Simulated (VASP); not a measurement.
**Ta2SiO3: relaxation of cell and atoms with PBE**

The system is Ta2SiO3.

```
Ta Si O
1.0
     4.37692    0.00000    0.00000
     0.00000    4.37692    0.00000
     0.00000    0.00000    3.84301
Ta Si O
2 1 3
Direct
  0.00000 0.50000 0.68165
  0.50000 0.00000 0.68165
  0.50000 0.50000 0.91878
  0.50000 0.50000 0.49666
  0.00000 0.50000 0.22576
  0.50000 0.00000 0.22576
```

The cell was built by a generator and needn't be a form met in nature.

```
Program                : VASP 6.6.1
Task                   : relaxation of cell and atoms
Functional             : PBE
Potentials or basis    : VASP PAW PBE potentials, release 64 (Ta_pv, Si, O)
Cutoff                 : 520 eV
k mesh                 : 3 × 3 × 4
Occupations            : gaussian, width 0.15 eV
Spin                   : no spin polarisation
Further INCAR settings : PREC = Normal; ALGO = Fast; EDIFF = 0.0001; IBRION = 2; EDIFFG = -0.08; NSW = 24; ISIF = 3
```

| Item | Value |
| --- | --- |
| Relaxed volume | 12.21 Å³/atom |
| Relaxed cell | a = 4.122 Å, b = 4.122 Å, c = 4.313 Å, α = 90.00°, β = 90.00°, γ = 90.00° |
| Space group after relaxing (to 0.05 Å) | P4mm (No. 99) |
| Energy gained by relaxing | 736.1 meV/atom |
| Ionic steps | 21 |
| Pressure after relaxing | 0.2 GPa |
| Largest force after relaxing | 0.075 eV/Å |
| Band gap on the k mesh | none (metal or under the smearing width) |

Forces on the atoms (eV/Å):
```
Ta   0.000  0.000 -0.023
Ta   0.000  0.000 -0.023
Si   0.000  0.000 -0.028
O    0.000  0.000  0.075
O    0.000  0.000  0.000
O    0.000  0.000  0.000
```

Stress tensor (GPa, compression positive):
```
 0.29  0.00  0.00
 0.00  0.29  0.00
 0.00  0.00 -0.09
```

Step by step:
```tsv
step	energy change (eV)	largest force (eV/Å)	pressure (GPa)	volume (Å³)
1	0.0000	7.6163	46.92	73.62
2	3.6267	2.9957	-38.13	118.14
3	-2.1811	4.1859	-12.41	87.25
4	-2.3068	4.3083	-7.28	85.02
5	-2.3389	4.4330	-2.06	83.08
6	-3.4333	2.5701	-1.12	84.46
7	-3.4765	1.2211	1.40	84.80
8	-2.4734	12.9714	1.46	87.13
9	-3.5779	1.3528	-0.54	85.47
10	-3.7793	1.4600	-11.71	85.34
11	-3.8001	0.8255	-9.32	85.40
12	-4.0619	1.2825	-1.56	79.24
13	-4.0840	1.4744	1.51	77.33
14	-4.2227	1.0503	1.59	75.78
15	-4.3405	1.8472	3.19	73.38
16	-4.4061	0.6674	-1.51	73.64
17	-4.4083	0.5106	-0.86	73.61
18	-4.4159	0.1594	-0.13	73.32
19	-4.4161	0.1206	-0.02	73.28
20	-4.4161	0.1083	-0.07	73.27
21	-4.4164	0.0749	0.16	73.27
```

Final structure:
```yaml
crystal:
  lattice:
    - [4.12173, 0.00000, 0.00000]
    - [0.00000, 4.12173, 0.00000]
    - [0.00000, 0.00000, 4.31268]
  atoms:
    - { symbol: Ta, position: [0.00000, 0.50000, 0.67373] }
    - { symbol: Ta, position: [0.50000, 0.00000, 0.67373] }
    - { symbol: Si, position: [0.50000, 0.50000, 0.08338] }
    - { symbol: O, position: [0.50000, 0.50000, 0.46938] }
    - { symbol: O, position: [0.00000, 0.50000, 0.16502] }
    - { symbol: O, position: [0.50000, 0.00000, 0.16502] }
```

Levels at points of the mesh, in eV from the Fermi level:
```tsv
k point	band 19	band 20	band 21	band 22	band 23	band 24	band 25	band 26
(0.00, 0.00, 0.00)	-3.85	-3.56	-3.18	-0.37	-0.37	1.88	1.88	3.48
(0.00, 0.00, 0.50)	-4.10	-3.07	-2.51	0.66	0.66	1.57	2.90	3.51
```

Wall time 87 s on 1 thread of Intel(R) Xeon(R) Platinum 8488C (Sapphire Rapids) (shared host), peak memory 0.15 GiB.

Caveat: the k mesh is coarse (spacing up to 0.48 Å⁻¹), so the values aren't converged; the relaxation stopped at a loose force limit of 0.08 eV/Å, so its end isn't a converged minimum. Spin-orbit coupling is left out, which matters for the levels of Ta.
